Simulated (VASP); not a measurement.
# BaZnPF: Pb into a neighbouring Ba vacancy, part 4 of 4

How hard is this move in BaZnPF: Pb into a neighbouring Ba vacancy? Both ends are relaxed first, then a band of images between them. The start is a cell from a database of measured crystal structures.

VASP 6.6.1, plane waves and PAW; the level of theory is named at each step.

So far. Step 3 (Relax the start): The run ended after 11 ionic steps, 1.254 eV below its first step, once the forces on the free atoms met EDIFFG = -0.05. Step 4 (Relax the end): The run ended after 11 ionic steps, 1.242 eV below its first step, once the forces on the free atoms met EDIFFG = -0.05.

## (5) Nudged elastic band

Level of this step: PBEsol; plane waves and PAW (Ba_sv, Pb, Zn, P, F) (VASP).

Images on a straight line between the ends relax across the path, while springs keep them spaced along it.

File INCAR:

```
SYSTEM = Ba2Zn4P4PbF4
PREC = Normal
ENCUT = 400
EDIFF = 1E-05
NELM = 120
ISMEAR = 0
SIGMA = 0.05
LREAL = Auto
ALGO = Fast
GGA = PS
NBANDS = 75
LWAVE = .FALSE.
LCHARG = .FALSE.
LASPH = .TRUE.
IMAGES = 5
SPRING = -5
IBRION = 3
POTIM = 0.15
NSW = 60
EDIFFG = -0.05
ISYM = 0
ISIF = 0
SMASS = 1
```

File POSCAR:

```
Ba2Zn4P4PbF4
1.0
    4.1179182574      4.1179182574      0.0000000000
   -4.1179182574      4.1179182574      0.0000000000
    0.0000000000      0.0000000000      9.3989100512
Ba Pb Zn P F
2 1 4 4 4
Direct
    0.7491645510      0.7500177157      0.6613152580
    0.7496163064      0.2497151584      0.3465721862
    0.2493077647      0.7491429408      0.3594219534
    0.9993858466      0.0040343084      0.0008316106
    0.4981159761      0.4968032607      0.0005047564
    0.4986031967      0.0033882795      0.0014125840
    0.0000209897      0.4963688295      0.9999880425
    0.2486993913      0.7509851335      0.8665534149
    0.7488278199      0.2500473131      0.8568062488
    0.2492406695      0.2502663103      0.1443451744
    0.7492747084      0.7495985029      0.1434699218
    0.0027545577      0.9793428098      0.4880155917
    0.4965470721      0.5196058349      0.4881721601
    0.4976129829      0.9780301110      0.4873588769
    0.0017644207      0.5205519994      0.4879693347
```

File KPOINTS:

```
Automatic mesh
0
Gamma
2 2 1
0 0 0
```

File 00/POSCAR:

```
Ba2Zn4P4PbF4
1.0
    4.1179182574      4.1179182574      0.0000000000
   -4.1179182574      4.1179182574      0.0000000000
    0.0000000000      0.0000000000      9.3989100512
Ba Pb Zn P F
2 1 4 4 4
Direct
    0.7491645510      0.7500177157      0.6613152580
    0.7496163064      0.2497151584      0.3465721862
    0.2493077647      0.7491429408      0.3594219534
    0.9993858466      0.0040343084      0.0008316106
    0.4981159761      0.4968032607      0.0005047564
    0.4986031967      0.0033882795      0.0014125840
    0.0000209897      0.4963688295      0.9999880425
    0.2486993913      0.7509851335      0.8665534149
    0.7488278199      0.2500473131      0.8568062488
    0.2492406695      0.2502663103      0.1443451744
    0.7492747084      0.7495985029      0.1434699218
    0.0027545577      0.9793428098      0.4880155917
    0.4965470721      0.5196058349      0.4881721601
    0.4976129829      0.9780301110      0.4873588769
    0.0017644207      0.5205519994      0.4879693347
```

File 01/POSCAR:

```
Ba2Zn4P4PbF4
1.0
    4.1179182574      4.1179182574      0.0000000000
   -4.1179182574      4.1179182574      0.0000000000
    0.0000000000      0.0000000000      9.3989100512
Ba Pb Zn P F
2 1 4 4 4
Direct
    0.7493283533      0.7499983981      0.6599796140
    0.7498288844      0.2497494298      0.3451781861
    0.2495745026      0.6660121296      0.4062361291
    0.9996553696      0.0027751342      0.0004995730
    0.4983703471      0.4978981922      0.0000859448
    0.4987658775      0.0022669968      0.0009320551
    0.0002192563      0.4975405079      0.9997664806
    0.2489347046      0.7508486571      0.8646558618
    0.7490993829      0.2500070272      0.8566340088
    0.2494898421      0.2502259784      0.1424296450
    0.7493818508      0.7496277655      0.1432941369
    0.0027510285      0.9862396113      0.4920658788
    0.4968101436      0.5129275940      0.4920197206
    0.4976332640      0.9851830277      0.4914228004
    0.0019363928      0.5136279042      0.4919936164
```

File 02/POSCAR:

```
Ba2Zn4P4PbF4
1.0
    4.1179182574      4.1179182574      0.0000000000
   -4.1179182574      4.1179182574      0.0000000000
    0.0000000000      0.0000000000      9.3989100512
Ba Pb Zn P F
2 1 4 4 4
Direct
    0.7494921557      0.7499790804      0.6586439699
    0.7500414624      0.2497837013      0.3437841859
    0.2498412405      0.5828813185      0.4530503048
    0.9999248927      0.0015159600      0.0001675354
    0.4986247181      0.4989931237     -0.0003328668
    0.4989285583      0.0011457142      0.0004515262
    0.0004175228      0.4987121863      0.9995449187
    0.2491700180      0.7507121807      0.8627583088
    0.7493709458      0.2499667413      0.8564617688
    0.2497390146      0.2501856465      0.1405141155
    0.7494889932      0.7496570282      0.1431183521
    0.0027474993      0.9931364128      0.4961161659
    0.4970732151      0.5062493531      0.4958672811
    0.4976535452      0.9923359444      0.4954867239
    0.0021083650      0.5067038091      0.4960178981
```

File 03/POSCAR:

```
Ba2Zn4P4PbF4
1.0
    4.1179182574      4.1179182574      0.0000000000
   -4.1179182574      4.1179182574      0.0000000000
    0.0000000000      0.0000000000      9.3989100512
Ba Pb Zn P F
2 1 4 4 4
Direct
    0.7496559580      0.7499597628      0.6573083259
    0.7502540404      0.2498179728      0.3423901858
    0.2501079784      0.4997505073      0.4998644804
    1.0001944158      0.0002567858     -0.0001645023
    0.4988790891      0.5000880552     -0.0007516784
    0.4990912392      0.0000244315     -0.0000290028
    0.0006157894      0.4998838647      0.9993233568
    0.2494053314      0.7505757043      0.8608607558
    0.7496425088      0.2499264554      0.8562895288
    0.2499881872      0.2501453146      0.1385985861
    0.7495961356      0.7496862908      0.1429425672
    0.0027439700      1.0000332144      0.5001664530
    0.4973362866      0.4995711122      0.4997148416
    0.4976738264      0.9994888610      0.4995506474
    0.0022803372      0.4997797140      0.5000421798
```

File 04/POSCAR:

```
Ba2Zn4P4PbF4
1.0
    4.1179182574      4.1179182574      0.0000000000
   -4.1179182574      4.1179182574      0.0000000000
    0.0000000000      0.0000000000      9.3989100512
Ba Pb Zn P F
2 1 4 4 4
Direct
    0.7498197603      0.7499404452      0.6559726819
    0.7504666184      0.2498522442      0.3409961857
    0.2503747163      0.4166196962      0.5466786561
    1.0004639388     -0.0010023884     -0.0004965399
    0.4991334601      0.5011829866     -0.0011704900
    0.4992539200     -0.0010968512     -0.0005095317
    0.0008140560      0.5010555431      0.9991017950
    0.2496406447      0.7504392279      0.8589632027
    0.7499140718      0.2498861696      0.8561172887
    0.2502373598      0.2501049826      0.1366830567
    0.7497032780      0.7497155534      0.1427667823
    0.0027404408      1.0069300159      0.5042167400
    0.4975993581      0.4928928712      0.5035624022
    0.4976941075      1.0066417777      0.5036145709
    0.0024523093      0.4928556188      0.5040664614
```

File 05/POSCAR:

```
Ba2Zn4P4PbF4
1.0
    4.1179182574      4.1179182574      0.0000000000
   -4.1179182574      4.1179182574      0.0000000000
    0.0000000000      0.0000000000      9.3989100512
Ba Pb Zn P F
2 1 4 4 4
Direct
    0.7499835627      0.7499211275      0.6546370378
    0.7506791964      0.2498865156      0.3396021855
    0.2506414542      0.3334888850      0.5934928318
    1.0007334618     -0.0022615626     -0.0008285775
    0.4993878311      0.5022779181     -0.0015893016
    0.4994166008     -0.0022181338     -0.0009900606
    0.0010123225      0.5022272215      0.9988802331
    0.2498759580      0.7503027515      0.8570656496
    0.7501856347      0.2498458837      0.8559450487
    0.2504865323      0.2500646507      0.1347675272
    0.7498104204      0.7497448161      0.1425909975
    0.0027369116      1.0138268174      0.5082670271
    0.4978624296      0.4862146303      0.5074099627
    0.4977143886      1.0137946944      0.5076784944
    0.0026242814      0.4859315236      0.5080907431
```

File 06/POSCAR:

```
Ba2Zn4P4PbF4
1.0
    4.1179182574      4.1179182574      0.0000000000
   -4.1179182574      4.1179182574      0.0000000000
    0.0000000000      0.0000000000      9.3989100512
Ba Pb Zn P F
2 1 4 4 4
Direct
    0.7501473650      0.7499018099      0.6533013938
    0.7508917744      0.2499207871      0.3382081854
    0.2509081921      0.2503580739      0.6403070075
    1.0010029849     -0.0035207368     -0.0011606151
    0.4996422021      0.5033728496     -0.0020081132
    0.4995792816     -0.0033394165     -0.0014705895
    0.0012105891      0.5033988999      0.9986586712
    0.2501112714      0.7501662751      0.8551680966
    0.7504571977      0.2498055978      0.8557728087
    0.2507357049      0.2500243188      0.1328519978
    0.7499175628      0.7497740787      0.1424152126
    0.0027333824      1.0207236189      0.5123173142
    0.4981255011      0.4795363894      0.5112575232
    0.4977346698      1.0209476111      0.5117424179
    0.0027962536      0.4790074285      0.5121150248
```

Potentials, in the order of the species: Ba_sv, Pb, Zn, P and F (PBE family, release 64).

Launch:

```
$ mpirun -np 5 vasp_std
```

The program printed:

```text
[banner, memory and clock lines left out]
running    5 mpi-ranks, on    1 nodes
 each image running on    1 cores
[...]
01/POSCAR found :  5 types and      15 ions
 [... a notice as in an earlier step ...]

 LDA part: xc-table for (Slater+PW92), standard interpolation
[...]
00/POSCAR found :  5 types and      15 ions
[...]
06/POSCAR found :  5 types and      15 ions
 POSCAR, INCAR and KPOINTS ok, starting setup
[...]
entering main loop
       N       E                     dE             d eps       ncg     rms          rms(c)
DAV:   1     0.108440869078E+04    0.10844E+04   -0.45752E+04   600   0.138E+03
DAV:   2     0.105257177849E+03   -0.97915E+03   -0.92372E+03   640   0.370E+02
DAV:   3    -0.592918975436E+02   -0.16455E+03   -0.16092E+03   660   0.162E+02
DAV:   4    -0.687450264155E+02   -0.94531E+01   -0.93961E+01   784   0.376E+01
[...]
RMM:  15    -0.631063752965E+02   -0.50103E-04   -0.38460E-04   778   0.397E-02    0.738E-03
RMM:  16    -0.631063967215E+02   -0.21425E-04   -0.19473E-04   600   0.253E-02    0.553E-03
RMM:  17    -0.631064050175E+02   -0.82960E-05   -0.89455E-05   552   0.192E-02
   1 F= -.63106405E+02 E0= -.63101771E+02  d E =-.631064E+02
[... from here on, the cycles between the ionic steps are left out ...]
   2 F= -.64936045E+02 E0= -.64931307E+02  d E =-.182964E+01
[...]
WARNING in EDDRMM: call to ZHEGV failed, returncode =   6  3     57
   6 F= -.65547031E+02 E0= -.65541897E+02  d E =-.414581E-01
  11 F= -.65656555E+02 E0= -.65650547E+02  d E =-.118447E-01
  16 F= -.65701653E+02 E0= -.65694589E+02  d E =-.773633E-02
  21 F= -.65733936E+02 E0= -.65726096E+02  d E =-.571168E-02
  26 F= -.65757751E+02 E0= -.65749468E+02  d E =-.428522E-02
  31 F= -.65776077E+02 E0= -.65767630E+02  d E =-.333991E-02
  36 F= -.65790173E+02 E0= -.65781776E+02  d E =-.240811E-02
  41 F= -.65798927E+02 E0= -.65790714E+02  d E =-.136367E-02
  46 F= -.65803907E+02 E0= -.65796006E+02  d E =-.846333E-03
  51 F= -.65807693E+02 E0= -.65800165E+02  d E =-.702871E-03
  56 F= -.65811281E+02 E0= -.65804084E+02  d E =-.731722E-03
  59 F= -.65813507E+02 E0= -.65806484E+02  d E =-.767124E-03
  60 F= -.65814301E+02 E0= -.65807334E+02  d E =-.793325E-03
damped:  g(F)=  0.178E-01 g(S)=  0.000E+00 dE (1.order)=-0.359E-01
```

Elapsed: 41 min, on 5 MPI ranks of AMD EPYC 7R43, shared host; peak memory 1.1 GiB.

Parts of OUTCAR (step 5):

```text
  tangential force (eV/A)        -0.679989
  left and right image   1.171427  1.216995 A

  tangential force (eV/A)        -0.674943
  left and right image   1.175846  1.221943 A

 k-point     1 :       0.0000    0.0000    0.0000
  band No.  band energies     occupation
    ...
     54      -0.2289      2.00000
     55      -0.1090      2.00000
     56      -0.0005      2.00000
     57       0.0884      2.00000
     58       0.1818      2.00000
     59       2.0187      0.00000
     60       2.3202      0.00000
     61       2.3449      0.00000
     62       2.9286      0.00000
     63       4.2479      0.00000
    ...

 POSITION                                       TOTAL-FORCE (eV/Angst)
 -----------------------------------------------------------------------------------
      0.04487      6.12954      6.44215         0.106923     -0.107777     -0.011240
      2.21523      3.96837      3.38345        -0.034127      0.031434      0.085466
     -1.72065      3.76945      3.78927        -0.130712      0.134262     -0.450153
      4.18496      4.13861      0.08589        -0.003499     -0.041238      0.063260
     -0.04112      4.06043      0.07686         0.031881     -0.015369      0.071295
      2.03963      1.99272      0.08606         0.042254      0.003172      0.066425
     -1.99991      2.10068      9.47519         0.015414     -0.032175      0.071720
     -2.05098      4.11033      8.09017         0.016343     -0.011151      0.121681
      2.07860      4.09860      8.25452         0.029465     -0.029750      0.018507
      0.01483      2.04541      1.46077         0.031081     -0.032326      0.055570
      0.04634      6.13248      1.39174         0.025322     -0.020979      0.110265
     -3.84631      3.84789      4.66837         0.020472     -0.029858      0.041164
      0.21091      3.99328      4.98742        -0.176337     -0.027343     -0.097844
     -1.79470      5.90281      4.66299         0.029621     -0.026563      0.023506
     -1.91013      1.84637      5.02168        -0.004101      0.205663     -0.169625
 -----------------------------------------------------------------------------------
    total drift:                               -0.022051      0.008375     -0.025612

  FREE ENERGIE OF THE ION-ELECTRON SYSTEM (eV)
  ---------------------------------------------------
  free  energy   TOTEN  =       -65.8143008098 eV

  energy  without entropy=      -65.8003677037  energy(sigma->0) =      -65.80733426

  tangential force (eV/A)        -0.668569
  left and right image   1.180165  1.226853 A

[... 5 parts as in an earlier step ...]

[... 8 further parts left out ...]
[key lines of the parts left out:]
E-fermi :   1.8293
```

CONTCAR:

```
Ba2Zn4P4PbF4
   1.00000000000000
     4.1179182574000004    4.1179182574000004    0.0000000000000000
    -4.1179182574000004    4.1179182574000004    0.0000000000000000
     0.0000000000000000    0.0000000000000000    9.3989100511999997
  Ba              Pb              Zn              P               F
     2     1     4     4     4
Direct
     0.7497008920723638    0.7388035460357780    0.6854144119957218
     0.7508158636933251    0.2128667594620108    0.3599827361728327
     0.2487669035168336    0.6666113850199463    0.4031609188913894
     1.0106519652768107   -0.0056280148142889    0.0091383974837872
     0.4880268744674210    0.4980127504759241    0.0081777874540367
     0.4896103323166575   -0.0056947938848888    0.0091558492404800
     0.0122352621585479    0.4978952772092465    1.0081162683188536
     0.2500476495972958    0.7481099079083423    0.8607559389896958
     0.7500389719883396    0.2452701847231253    0.8782422135611014
     0.2501552137602488    0.2465550037191555    0.1554193132735657
     0.7502360502965775    0.7389819138627993    0.1480741883495362
     0.0001922691798723    0.9342342866388246    0.4966928650830504
     0.5104750121861881    0.4592579391267760    0.5306383164282720
     0.4988090489918564    0.9346356419666249    0.4961201187872853
    -0.0077414068096906    0.4561169567145935    0.5342837595530638
```

The band used up its steps before its forces met the threshold, so no barrier is taken from it.

## (6) Results

```
result : none
```

What this shows: The session ends without its result: «nudged elastic band» used up its steps.

[Lines on the potential files, build, host, timing and source positions are cut from VASP's logs without a mark.]

[Logs are printed without paths, hosts, clocks, repeated set-up lines and the standing remarks that a program may print on its own settings, such as how far it seeks lower states.]

[Hosts, paths, dates, database ids (printed as entryN), source tags and the programs' standing remarks are cut or masked in the printed files.]

[Runs that stopped without an error message from VASP are left out.]
